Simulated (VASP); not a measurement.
All values below come from PBEsol GGA, VASP's PBE PAW potentials (set 64) (plane waves; VASP).

VASP input:

INCAR:
```
# general
SYSTEM  =  Ca
PREC    =  Accurate
ENCUT   =  400   # plane-wave cut-off (eV)
LREAL   =  .False.
LASPH   =  .True.   # aspherical one-centre terms

# electronic loop
EDIFF   =  1E-6   # SCF stop (eV)
NELM    =  100
ALGO    =  Normal   # blocked Davidson

# smearing
ISMEAR  =  1   # Methfessel-Paxton
SIGMA   =  0.1   # width (eV)

# functional
GGA     =  PS

# ions
IBRION  =  2
NSW     =  60   # most ionic steps
ISIF    =  3   # ions, shape and volume
EDIFFG  =  -0.01

# output
LWAVE   =  .False.
LCHARG  =  .False.
```

File POSCAR:
```
Ca
1
    0.0000000000     2.7900000000     2.7900000000
    2.7900000000     0.0000000000     2.7900000000
    2.7900000000     2.7900000000     0.0000000000
Ca
1
Direct
  0.0000000000   0.0000000000   0.0000000000
```

### KPOINTS
```
Automatic mesh
0
G
 10 10 10
0 0 0
```

POTCAR, in this order: Ca_sv (PBE.64 set). Program: vasp_std.

**Question.** What will the output report for the number of irreducible k-points (NKPTS), number of bands (NBANDS), largest plane-wave count, number of space-group operations, FFT grid (NGX, NGY, NGZ)?

**Answer.** 
number of irreducible k-points (NKPTS): 47
number of bands (NBANDS): 9
largest plane-wave count: 804
number of space-group operations: 48
FFT grid (NGX, NGY, NGZ): 28 × 28 × 28

The compound is Ca in the fcc structure. This run relaxes it. Symmetry was kept, so distortions that lower it aren't found.
